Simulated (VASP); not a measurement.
A convergence study with VASP on GaSb (zinc blende): one setting is varied, all else stays as given below, so the limit is that of these other settings.

```yaml
crystal:
  lattice:
    - [0.00000, 3.05000, 3.05000]
    - [3.05000, 0.00000, 3.05000]
    - [3.05000, 3.05000, 0.00000]
  atoms:
    - { symbol: Ga, position: [0.00000, 0.00000, 0.00000] }
    - { symbol: Sb, position: [0.25000, 0.25000, 0.25000] }
```

All values below come from PBEsol GGA, VASP's PBE PAW potentials (set 64) (plane waves; VASP). The tightest run used: 550 eV cut-off, 12×12×12 Monkhorst-Pack mesh, Gaussian smearing of 0.050 eV, potentials Ga_d Sb.

```tsv
setting	E (eV/atom)	pressure (GPa)	irreducible k-points
1×1×1 mesh	4.5710	65.46	1
2×2×2 mesh	-3.9863	0.60	2
3×3×3 mesh	-3.7632	2.02	4
4×4×4 mesh	-4.0746	0.36	10
5×5×5 mesh	-4.0380	0.49	10
```

Task: These are the cheaper rows. Estimate the results at 12×12×12 mesh, and how far the last row shown lies from them.

Result: 
```json
[
 {"quantity": "E (eV/atom)", "tightest run": "-4.0777", "last row shown is off by": "0.0397"},
 {"quantity": "pressure (GPa)", "tightest run": "0.38", "last row shown is off by": "0.11"}
]
```

Left out are rungs that failed or repeat a setting and relaxations that didn't move; long series are thinned to 24 rows.

The compound is GaSb in the zinc blende structure. The cell was not relaxed at this level.
